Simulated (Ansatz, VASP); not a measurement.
# Zn3SeS2 in two plane-wave programs, part 2 of 2

One calculation is typed for both programs; each brings its own data sets. How far apart do they land? The cell is taken from a series of runs on this material, whose earlier steps may have relaxed, scaled, displaced or heated it; both programs get it as it stands.

VASP 6.6.1 and Ansatz 0.2.0.

So far. Step 4 (Comparison): The forces differ by 5.1 meV/Å r.m.s., which is 1.8 % of the r.m.s. force of 0.294 eV/Å (both taken over all components).

## Step 5: Ansatz: single point, PBE, pair 2

Level of this step: Ansatz beside VASP: Kohn-Sham DFT, plane waves, PBE (Ansatz).

With cell and atoms fixed, the geometry can't cause a difference; cores, projectors, grids and the points listed under the comparison can.

The cell is taken from a series of runs on this material, whose earlier steps may have relaxed, scaled, displaced or heated it; both programs get it as it stands.

Input file input.yaml:

```yaml
crystal:
  lattice:
    - [11.8, 0.0, 0.0]
    - [0.0, 11.8, 0.0]
    - [0.0, 0.0, 11.8]
  atoms:
    - { symbol: Zn, position: [0.17473, 0.43425, 0.38987] }
    - { symbol: Zn, position: [0.34907, 0.3935, 0.92851] }
    - { symbol: Zn, position: [0.56049, 0.6521, 0.03608] }
    - { symbol: Zn, position: [0.86371, 0.15539, 0.94333] }
    - { symbol: Zn, position: [0.25183, 0.64848, 0.14253] }
    - { symbol: Zn, position: [0.74881, 0.15551, 0.63802] }
    - { symbol: Zn, position: [0.92041, 0.11893, 0.25293] }
    - { symbol: Zn, position: [0.96034, 0.89561, 0.74035] }
    - { symbol: Zn, position: [0.66014, 0.66222, 0.34526] }
    - { symbol: Zn, position: [0.44561, 0.64719, 0.72473] }
    - { symbol: Zn, position: [0.29172, 0.12819, 0.1291] }
    - { symbol: Zn, position: [0.55814, 0.91213, 0.53939] }
    - { symbol: Zn, position: [0.65823, 0.15725, 0.34271] }
    - { symbol: Zn, position: [0.05368, 0.64918, 0.55433] }
    - { symbol: Zn, position: [0.04694, 0.43819, 0.0069] }
    - { symbol: Zn, position: [0.65943, 0.40383, 0.82928] }
    - { symbol: Zn, position: [0.14977, 0.89587, 0.33646] }
    - { symbol: Zn, position: [0.85377, 0.89938, 0.44645] }
    - { symbol: Zn, position: [0.44868, 0.16425, 0.74036] }
    - { symbol: Zn, position: [0.26674, 0.9065, 0.63944] }
    - { symbol: Zn, position: [0.46634, 0.90212, 0.24488] }
    - { symbol: Zn, position: [0.06093, 0.15443, 0.53023] }
    - { symbol: Zn, position: [0.54338, 0.40767, 0.54463] }
    - { symbol: Zn, position: [0.65684, 0.90051, 0.84878] }
    - { symbol: Zn, position: [0.86459, 0.40284, 0.4401] }
    - { symbol: Zn, position: [0.75328, 0.90156, 0.1424] }
    - { symbol: Zn, position: [0.35161, 0.89636, 0.93221] }
    - { symbol: Zn, position: [0.95732, 0.65587, 0.24629] }
    - { symbol: Zn, position: [0.37146, 0.65195, 0.44212] }
    - { symbol: Zn, position: [0.9682, 0.41411, 0.74452] }
    - { symbol: Zn, position: [0.85475, 0.65466, 0.94182] }
    - { symbol: Zn, position: [0.76297, 0.65202, 0.64769] }
    - { symbol: Zn, position: [0.45174, 0.39875, 0.24567] }
    - { symbol: Zn, position: [0.04925, 0.89271, 0.04183] }
    - { symbol: Zn, position: [0.55205, 0.15533, 0.04911] }
    - { symbol: Zn, position: [0.76327, 0.40322, 0.14365] }
    - { symbol: Zn, position: [0.16413, 0.16958, 0.8335] }
    - { symbol: Zn, position: [0.15498, 0.65353, 0.83141] }
    - { symbol: Zn, position: [0.36065, 0.16237, 0.44741] }
    - { symbol: S, position: [0.61002, 0.03112, 0.19447] }
    - { symbol: S, position: [0.01073, 0.28311, 0.89939] }
    - { symbol: S, position: [0.8091, 0.7814, 0.29194] }
    - { symbol: S, position: [0.00415, 0.01961, 0.3925] }
    - { symbol: S, position: [0.5105, 0.27892, 0.39145] }
    - { symbol: S, position: [0.60342, 0.27953, 0.68638] }
    - { symbol: S, position: [0.81085, 0.52831, 0.79558] }
    - { symbol: S, position: [0.81606, 0.27667, 0.28989] }
    - { symbol: S, position: [0.20453, 0.2715, 0.47746] }
    - { symbol: S, position: [0.90589, 0.53369, 0.09597] }
    - { symbol: S, position: [0.90649, 0.77721, 0.59214] }
    - { symbol: S, position: [0.00738, 0.53267, 0.39392] }
    - { symbol: S, position: [0.41136, 0.03409, 0.59135] }
    - { symbol: S, position: [0.31001, 0.53061, 0.29088] }
    - { symbol: S, position: [0.39407, 0.52449, 0.58474] }
    - { symbol: S, position: [0.51277, 0.78337, 0.39339] }
    - { symbol: S, position: [0.90405, 0.02257, 0.08817] }
    - { symbol: S, position: [0.00541, 0.77383, 0.89115] }
    - { symbol: S, position: [0.30282, 0.28653, 0.77551] }
    - { symbol: S, position: [0.11523, 0.52724, 0.69065] }
    - { symbol: S, position: [0.39948, 0.28215, 0.09204] }
    - { symbol: S, position: [0.70868, 0.7775, 0.99519] }
    - { symbol: S, position: [0.30456, 0.77644, 0.78525] }
    - { symbol: S, position: [0.10392, 0.77354, 0.18878] }
    - { symbol: S, position: [0.7091, 0.03096, 0.488] }
    - { symbol: S, position: [0.21149, 0.53194, 0.98701] }
    - { symbol: Se, position: [0.50298, 0.03103, 0.89264] }
    - { symbol: Se, position: [0.60511, 0.77875, 0.69139] }
    - { symbol: Se, position: [0.70834, 0.52662, 0.4927] }
    - { symbol: Se, position: [0.10899, 0.02993, 0.68856] }
    - { symbol: Se, position: [0.40607, 0.7771, 0.09174] }
    - { symbol: Se, position: [0.91002, 0.27898, 0.5961] }
    - { symbol: Se, position: [0.19677, 0.02716, 0.98495] }
    - { symbol: Se, position: [0.60755, 0.52772, 0.19474] }
    - { symbol: Se, position: [0.30837, 0.02447, 0.29831] }
    - { symbol: Se, position: [0.20874, 0.77475, 0.48993] }
    - { symbol: Se, position: [0.80899, 0.02809, 0.79104] }
    - { symbol: Se, position: [0.70679, 0.27927, 0.99077] }
    - { symbol: Se, position: [0.5035, 0.52635, 0.88473] }
kpoints:
  mp_grid: { grid: [1, 1, 1] }
hamiltonian:
  xc: pbe
scf:
  occupations: { method: gaussian, width: 0.05 }
output:
  forces: true
  stress: true
  populations: intrinsic
  dos:
    method: { smearing: { sigma: 0.1 } }
    de: 0.1
    projected: { site_lists: { S: [S], Se: [Se], Zn: [Zn] } }
  eigenvalues: true
  write_density: true
  write_potential: true
  volumetric_format: npy
  elf: true
```

On the command line:

```sh
> ansatz run input.yaml --threads 4 --pin off --max-ram 8192MiB --backend cpu --events-out ev --progress --plain --runs-dir out
```

Numbers of over 12 decimals in the logs are rounded to 6 here.

Log:

```text
[...]
Crystal: 78 atoms, lattice volume = 1643.032 Å³
Basis set: ecut = 420 eV, 31967 PW (Γ), exchange–correlation on 160×160×160 points (8 copies of the dense FFT grid, shifted against one another)
Bands: 500, of which v1, the nominal top of the filled ones, is band 416 counted from 1 (415 counted from 0)
Symmetry: 1 space group operations
[...]
k-points: 1
[...]
--- intrinsic populations: 78 sites ---
  site symbol       q [e]
     0     Zn     10.7646
     1     Zn     10.7622
     2     Zn     10.7700
     3     Zn     10.7607
     4     Zn     10.7508
     5     Zn     10.7612
     6     Zn     10.7807
     7     Zn     10.7620
[...]
74     Se     17.2518
    75     Se     17.2331
    76     Se     17.2321
    77     Se     17.2367
  spilling = -0.000000 (of n_electrons = 832.000000)
[key lines of the parts left out:]
SCF converged after 10 iterations
Free energy (F): -224049.005693 eV
Fermi energy:    6.969712 eV
P = ⅓ Tr σ = 2.2697 GPa (22.697 kbar)
```

## Step 6: VASP: single point, PBE, pair 2

The same cell, functional, mesh and smearing now go to VASP, with its own data sets.

Input file INCAR:

```
SYSTEM = Zn3SeS2
PREC = Accurate
ENCUT = 500
EDIFF = 1E-06
NELM = 120
ISMEAR = 0
SIGMA = 0.05
LREAL = Auto
ALGO = Normal
GGA = PE
NBANDS = 408
LORBIT = 11
LWAVE = .FALSE.
LCHARG = .FALSE.
ISIF = 2
LASPH = .TRUE.
GGA_COMPAT = .FALSE.
EFERMI = MIDGAP
NCORE = 2
```

Input file POSCAR:

```
Zn3SeS2
1.0
   11.8000000000      0.0000000000      0.0000000000
    0.0000000000     11.8000000000      0.0000000000
    0.0000000000      0.0000000000     11.8000000000
Zn S Se
39 26 13
Direct
    0.1747300000      0.4342500000      0.3898700000
    0.3490700000      0.3935000000      0.9285100000
    0.5604900000      0.6521000000      0.0360800000
    0.8637100000      0.1553900000      0.9433300000
    0.2518300000      0.6484800000      0.1425300000
    0.7488100000      0.1555100000      0.6380200000
    0.9204100000      0.1189300000      0.2529300000
    0.9603400000      0.8956100000      0.7403500000
    0.6601400000      0.6622200000      0.3452600000
    0.4456100000      0.6471900000      0.7247300000
    0.2917200000      0.1281900000      0.1291000000
    0.5581400000      0.9121300000      0.5393900000
    0.6582300000      0.1572500000      0.3427100000
    0.0536800000      0.6491800000      0.5543300000
    0.0469400000      0.4381900000      0.0069000000
    0.6594300000      0.4038300000      0.8292800000
    0.1497700000      0.8958700000      0.3364600000
    0.8537700000      0.8993800000      0.4464500000
    0.4486800000      0.1642500000      0.7403600000
    0.2667400000      0.9065000000      0.6394400000
    0.4663400000      0.9021200000      0.2448800000
    0.0609300000      0.1544300000      0.5302300000
    0.5433800000      0.4076700000      0.5446300000
    0.6568400000      0.9005100000      0.8487800000
    0.8645900000      0.4028400000      0.4401000000
    0.7532800000      0.9015600000      0.1424000000
    0.3516100000      0.8963600000      0.9322100000
    0.9573200000      0.6558700000      0.2462900000
    0.3714600000      0.6519500000      0.4421200000
    0.9682000000      0.4141100000      0.7445200000
    0.8547500000      0.6546600000      0.9418200000
    0.7629700000      0.6520200000      0.6476900000
    0.4517400000      0.3987500000      0.2456700000
    0.0492500000      0.8927100000      0.0418300000
    0.5520500000      0.1553300000      0.0491100000
    0.7632700000      0.4032200000      0.1436500000
    0.1641300000      0.1695800000      0.8335000000
    0.1549800000      0.6535300000      0.8314100000
    0.3606500000      0.1623700000      0.4474100000
    0.6100200000      0.0311200000      0.1944700000
    0.0107300000      0.2831100000      0.8993900000
    0.8091000000      0.7814000000      0.2919400000
    0.0041500000      0.0196100000      0.3925000000
    0.5105000000      0.2789200000      0.3914500000
    0.6034200000      0.2795300000      0.6863800000
    0.8108500000      0.5283100000      0.7955800000
    0.8160600000      0.2766700000      0.2898900000
    0.2045300000      0.2715000000      0.4774600000
    0.9058900000      0.5336900000      0.0959700000
    0.9064900000      0.7772100000      0.5921400000
    0.0073800000      0.5326700000      0.3939200000
    0.4113600000      0.0340900000      0.5913500000
    0.3100100000      0.5306100000      0.2908800000
    0.3940700000      0.5244900000      0.5847400000
    0.5127700000      0.7833700000      0.3933900000
    0.9040500000      0.0225700000      0.0881700000
    0.0054100000      0.7738300000      0.8911500000
    0.3028200000      0.2865300000      0.7755100000
    0.1152300000      0.5272400000      0.6906500000
    0.3994800000      0.2821500000      0.0920400000
    0.7086800000      0.7775000000      0.9951900000
    0.3045600000      0.7764400000      0.7852500000
    0.1039200000      0.7735400000      0.1887800000
    0.7091000000      0.0309600000      0.4880000000
    0.2114900000      0.5319400000      0.9870100000
    0.5029800000      0.0310300000      0.8926400000
    0.6051100000      0.7787500000      0.6913900000
    0.7083400000      0.5266200000      0.4927000000
    0.1089900000      0.0299300000      0.6885600000
    0.4060700000      0.7771000000      0.0917400000
    0.9100200000      0.2789800000      0.5961000000
    0.1967700000      0.0271600000      0.9849500000
    0.6075500000      0.5277200000      0.1947400000
    0.3083700000      0.0244700000      0.2983100000
    0.2087400000      0.7747500000      0.4899300000
    0.8089900000      0.0280900000      0.7910400000
    0.7067900000      0.2792700000      0.9907700000
    0.5035000000      0.5263500000      0.8847300000
```

Input file KPOINTS:

```
Automatic mesh
0
Gamma
1 1 1
0 0 0
```

PAW data sets: Zn, S and Se (PBE family, release 64).

On the command line:

```sh
> mpirun -np 8 vasp_gam
```

Log:

```text
[... set-up lines as in an earlier step ...]
 entering main loop
       N       E                     dE             d eps       ncg     rms          rms(c)
DAV:   1     0.963388326823E+04    0.96339E+04   -0.32129E+05   816   0.225E+03
DAV:   2     0.205387538847E+04   -0.75800E+04   -0.74091E+04   816   0.619E+02
DAV:   3    -0.218965975940E+01   -0.20561E+04   -0.19396E+04   896   0.242E+02
DAV:   4    -0.257499671139E+03   -0.25531E+03   -0.25237E+03   912   0.874E+01
[...]
DAV:  19    -0.250504747631E+03   -0.44454E-05   -0.15980E-05   928   0.226E-02    0.113E-02
DAV:  20    -0.250504749458E+03   -0.18273E-05   -0.45820E-06   696   0.576E-03    0.436E-03
DAV:  21    -0.250504749785E+03   -0.32656E-06   -0.16559E-06   536   0.628E-03
   1 F= -.25050475E+03 E0= -.25050475E+03  d E =-.276506E-96
```

Parts of OUTCAR (step 6):

```text
  FREE ENERGIE OF THE ION-ELECTRON SYSTEM (eV)
  ---------------------------------------------------
  free  energy   TOTEN  =      -250.5047497848 eV

  energy  without entropy=     -250.5047497848  energy(sigma->0) =     -250.50474978
```

The run ends at a pressure of 2.44 GPa, with forces up to 0.035 eV/Å.

## Step 7: Differences

What differs besides the data sets and the points named for the pairs above, as far as they apply: the data sets hold 832 valence electrons in Ansatz (on its default PAW (the set named soft_2) files) and 702 in VASP. Total energies have different zeros and are not compared.

Both answers:

| quantity | Ansatz | VASP | difference |
| --- | --- | --- | --- |
| pressure (GPa) | 2.27 | 2.44 | -0.17 |
| gap on the k mesh (eV) | 1.475 | 1.481 | -0.007 |

At this near-relaxed geometry the largest component of a force difference is 22 meV/Å. A gap on the mesh is an upper bound, since the band edges may lie between its points.

## Step 8: Outcome

| Quantity | Value |
| --- | --- |
| r.m.s. force difference (single point, PBE, pair 1) | 1.8 % of the r.m.s. force |
| difference in gap on the k mesh (single point, PBE, pair 2) | -0.0066 eV |

The r.m.s. force difference is 1.8 % of the r.m.s. force (single point, PBE, pair 1), within the 3 % picked in this series as the mark of a large difference. The data sets hold unlike numbers of valence electrons (832 in Ansatz and 702 in VASP), so part of the differences comes from the potentials. How closely two codes agree says nothing of how well the functional describes the real material.

[Lines on the potential files, build, host, timing and source positions are cut from VASP's logs without a mark.]

[Logs are printed without paths, hosts, clocks, repeated set-up lines and the standing remarks that a program may print on its own settings, such as how far it seeks lower states.]

[Hosts, paths, dates, database ids (printed as entryN), source tags and the programs' standing remarks are cut or masked in the printed files.]
